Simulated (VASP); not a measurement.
Au (fcc): the bulk modulus from VASP (plane waves, PAW) at several levels of theory. Static lattice, third-order Birch-Murnaghan fit over five volumes.

```tsv
level	bulk modulus (GPa)	error against measurement
PBE	141	-22.8 %
revPBE	127	-30.3 %
RPBE	121	-33.6 %
AM05	171	-6.1 %
PW91	141	-22.7 %
PBE-D3 (zero damping)	151	-17.2 %
PBE-D3(BJ)	162	-11.0 %
optB86b-vdW	158	-13.1 %
vdW-DF2	90.9	-50.1 %
vdW-DF-cx	169	-6.9 %
MS2	177	-2.6 %
```

Measured: 182 GPa at 0 K (as given by Daniel Mejia-Rodriguez et al., Physical Review B (2018), arXiv:1807.09216; 0 K value with the zero-point phonon effect removed).

The cell of the PBE run:

```cif
data_Au4
_chemical_formula_sum 'Au4'
_space_group_name_H-M_alt 'Fm-3m'
_space_group_IT_number 225
_space_group_name_Hall '-F 4 2 3'
_cell_length_a 4.15598
_cell_length_b 4.15598
_cell_length_c 4.15598
_cell_angle_alpha 90.000
_cell_angle_beta 90.000
_cell_angle_gamma 90.000
loop_
_atom_site_label
_atom_site_type_symbol
_atom_site_symmetry_multiplicity
_atom_site_Wyckoff_symbol
_atom_site_fract_x
_atom_site_fract_y
_atom_site_fract_z
_atom_site_occupancy
Au1 Au 4 a 0.00000 0.00000 0.00000 1
```
(The calculation used a cell of 1 atom; values per cell refer to that cell.)

Only levels that ran to the end are used. Left out are those held back, those with too coarse a band path, GW runs whose mesh misses a band edge, hybrids' fits of cells that aren't cubic and levels without matching references; a question may draw on a part of the rest.

The compound is Au in the fcc structure.
